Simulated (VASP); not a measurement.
## Mg3Te under changes of volume

One of the cells (24.661 Å³/atom); the others are scaled copies at fixed shape and fractional positions:

```
Te Mg
1.0
    -2.15353    2.15353    5.31747
     2.15353   -2.15353    5.31747
     2.15353    2.15353   -5.31747
Te Mg
1 3
Direct
  0.00000 0.00000 0.00000
  0.25000 0.75000 0.50000
  0.75000 0.25000 0.50000
  0.50000 0.50000 0.00000
```

The cell comes from a database or a generator and needn't be the stable form of this composition.

* Program: VASP 6.6.1
* Functional: PBEsol
* Potentials or basis: VASP PAW PBE potentials, release 64 (Te, Mg)
* Cutoff: 520 eV
* k mesh: 9 × 9 × 9
* Occupations: fermi-dirac, width 0.05 eV
* Spin: no spin polarisation

```tsv
volume (Å³/atom)	energy over the lowest point (meV/atom)	pressure (GPa)
22.727	3.06	1.4
23.210	0.20	0.5
23.694	0.00	-0.3
24.661	?	?
25.144	12.87	-2.4
25.628	20.92	-2.9
```

Task: What does the run at 24.661 Å³/atom give?

Result: Energy over the lowest point 6.57 meV/atom; pressure -1.8 GPa.

Worked out: A Birch-Murnaghan fit of order 3 (a polynomial in V^(-2/3)) to the other rows has its minimum at 23.49 Å³/atom with B0 = V·E''(V) = 40 GPa and B' = 4.2 at fixed shape and positions, which overstates the stiffness. It gives 6.57 meV/atom at 24.661 Å³/atom, against the run's 6.57, and -dE/dV = -1.8 GPa, against -1.8.

Energies are extrapolated to zero smearing.

Caveats: the PAW data sets were made with another functional, which shifts forces and pressure a little.
